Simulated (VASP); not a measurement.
Data:

```yaml
crystal:
  lattice:
    - [0.00000, 2.64332, 2.64332]
    - [2.64332, 0.00000, 2.64332]
    - [2.64332, 2.64332, 0.00000]
  atoms:
    - { symbol: Ca, position: [0.00000, 0.00000, 0.00000] }
```

Computed with PBEsol GGA, VASP's PBE PAW potentials (set 64) (plane waves; VASP). Numerical set-up: 480 eV cut-off, 10×10×10 Γ-centred mesh, first-order Methfessel-Paxton smearing of 0.10 eV, potentials Ca_sv.

Q: Predict the energy per atom (σ→0), pressure, band gap (on the k-mesh) with the smallest direct gap where there is one.

A: 
The band gap (on the k-mesh) is none (metal, semimetal or under 0.01 eV) and the energy per atom (σ→0) is -2.112 eV/atom. The pressure is 1.97 GPa.

The absolute energy has meaning only against runs of the same code, potentials and settings.

The compound is Ca in the fcc structure. It was relaxed first under an external pressure of 2 GPa.
